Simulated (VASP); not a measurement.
C:

```
CELL_PARAMETERS angstrom
2.46100 0.00000 0.00000
-1.23050 2.13129 0.00000
0.00000 0.00000 6.43968
ATOMIC_POSITIONS crystal
C 0.00000 0.00000 0.25000
C 0.33333 0.66667 0.25000
C 0.00000 0.00000 0.75000
C 0.66667 0.33333 0.75000
```

The cell was built by a generator and needn't be a form met in nature.

Base run:

* Program: VASP 6.6.1
* Functional: PBE
* Dispersion: D2
* Potentials or basis: VASP PAW PBE potentials, release 64 (C)
* Cutoff: 520 eV
* k mesh: 16 × 16 × 4
* Occupations: fermi-dirac, width 0.05 eV
* Spin: no spin polarisation

Its results: band gap on the k mesh 0.43 eV, direct; pressure 0.9 GPa.

After a change of settings the same cell gave: band gap on the k mesh 0.43 eV, direct; pressure 0.4 GPa. Which change was it?
A. functional from PBE to rev-vdW-DF2; dispersion from D2 to none
B. functional from PBE to vdW-DF2; dispersion from D2 to none
C. dispersion from D2 to D4
D. functional from PBE to optB88-vdW; dispersion from D2 to none

C.
